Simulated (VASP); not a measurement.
Consider the following.

```xyz
4
Lattice="5.0737 2.5274 2.5274 2.5274 5.0737 2.5274 2.5274 2.5274 5.0737" Properties=species:S:1:pos:R:3 pbc="T T T"
Mn     0.0000     0.0000     0.0000
Mn     5.0642     5.0642     5.0642
S      2.5321     2.5321     2.5321
S      7.5963     7.5963     7.5963
```
Starting moments (μB, in the order of the record's atoms Mn Mn S S): 4.1 -4.1 0.0 0.0.

Computed with optB86b-vdW, VASP's PBE PAW potentials (set 64) (plane waves; VASP). Run with 520 eV cut-off, Gaussian smearing of 0.050 eV, potentials Mn_pv S.

Question: Give the spin-up energies of bands 9 to 22 at the high-symmetry points, in eV from the valence-band maximum.

Answer: 
```tsv
band	Γ	T	H2	L	S0	F
9	-6.88	-5.02	-5.93	-6.14	-6.00	-6.91
10	-4.34	-4.48	-5.87	-5.83	-5.63	-5.85
11	-4.34	-4.08	-5.05	-4.84	-5.30	-4.30
12	-2.75	-4.08	-4.94	-4.29	-4.83	-4.22
13	-2.75	-2.81	-4.13	-4.27	-4.21	-3.27
14	-2.54	-2.81	-3.93	-3.41	-3.94	-3.22
15	-1.55	-2.72	-2.41	-2.71	-2.41	-3.10
16	-1.55	-2.72	-2.21	-2.35	-2.21	-2.35
17	-1.50	-2.18	-2.15	-2.08	-2.11	-2.16
18	-1.41	0.00	-1.02	-0.67	-1.07	-1.08
19	-1.41	0.00	-0.70	-0.64	-0.72	-0.50
20	0.95	0.85	1.19	0.46	1.15	0.56
21	0.95	0.85	1.21	1.49	1.30	1.57
22	1.10	0.94	1.55	1.68	1.51	1.68
```

Question: Give the spin-down energies of bands 9 to 22 at the high-symmetry points, in eV from the valence-band maximum.

Answer: 
| band | Γ | T | H2 | L | S0 | F |
|---|---|---|---|---|---|---|
| 9 | -6.88 | -5.02 | -5.93 | -6.14 | -6.00 | -6.91 |
| 10 | -4.34 | -4.48 | -5.87 | -5.83 | -5.63 | -5.85 |
| 11 | -4.34 | -4.08 | -5.05 | -4.84 | -5.30 | -4.30 |
| 12 | -2.75 | -4.08 | -4.94 | -4.29 | -4.83 | -4.22 |
| 13 | -2.75 | -2.81 | -4.13 | -4.27 | -4.21 | -3.27 |
| 14 | -2.54 | -2.81 | -3.93 | -3.41 | -3.94 | -3.22 |
| 15 | -1.55 | -2.72 | -2.41 | -2.71 | -2.41 | -3.10 |
| 16 | -1.55 | -2.72 | -2.21 | -2.35 | -2.21 | -2.35 |
| 17 | -1.50 | -2.18 | -2.15 | -2.08 | -2.11 | -2.16 |
| 18 | -1.41 | 0.00 | -1.02 | -0.67 | -1.07 | -1.08 |
| 19 | -1.41 | 0.00 | -0.70 | -0.64 | -0.72 | -0.50 |
| 20 | 0.95 | 0.85 | 1.19 | 0.46 | 1.15 | 0.56 |
| 21 | 0.95 | 0.85 | 1.21 | 1.49 | 1.30 | 1.57 |
| 22 | 1.10 | 0.94 | 1.55 | 1.68 | 1.51 | 1.68 |

The gap is indirect, 0.46 eV, from the valence maximum at T to the conduction minimum at L.

The compound is MnS in the rock salt, AFM-II order structure. It was relaxed first, which changed the volume by -8 %.
